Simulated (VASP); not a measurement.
```
CSi
1.0
    3.07149     0.00000     0.00000
   -1.53575     2.65999     0.00000
    0.00000     0.00000     5.04331
Si C
2 2
Cartesian
  1.53575   0.88666   5.04148
  0.00000   1.77333   2.51982
  1.53575   0.88666   1.89307
  0.00000   1.77333   4.41472
```

Calculation: SCAN meta-GGA, VASP's PBE PAW potentials (set 64) (plane waves; VASP 6.6.1). Run with 520 eV cut-off, 9×9×5 Γ-centred mesh, tetrahedra with Blöchl corrections, potentials Si C.

### Question
Give the energies of bands 3 to 11 at the high-symmetry points, in eV from the valence-band maximum.

### Answer

```tsv
band	Γ	M	K	A	L	H
3	-9.03	-8.10	-6.99	-4.65	-8.58	-8.03
4	-1.40	-6.58	-6.53	-4.65	-8.58	-8.03
5	-1.40	-5.65	-6.53	-0.76	-2.58	-5.85
6	-0.11	-3.50	-4.20	-0.76	-2.58	-5.85
7	0.00	-3.38	-4.20	-0.76	-2.45	-1.84
8	0.00	-1.27	-4.00	-0.76	-2.45	-1.84
9	5.38	3.22	2.64	6.50	3.70	5.58
10	6.76	4.65	8.84	6.50	3.70	5.58
11	7.16	7.48	9.56	7.87	5.79	6.55
```

The gap is indirect, 2.64 eV, from the valence maximum at Γ to the conduction minimum at K.

The structure comes from a measured SiC entry (P6_3mc) of the Crystallography Open Database, whose conditions weren't checked. It was relaxed first.
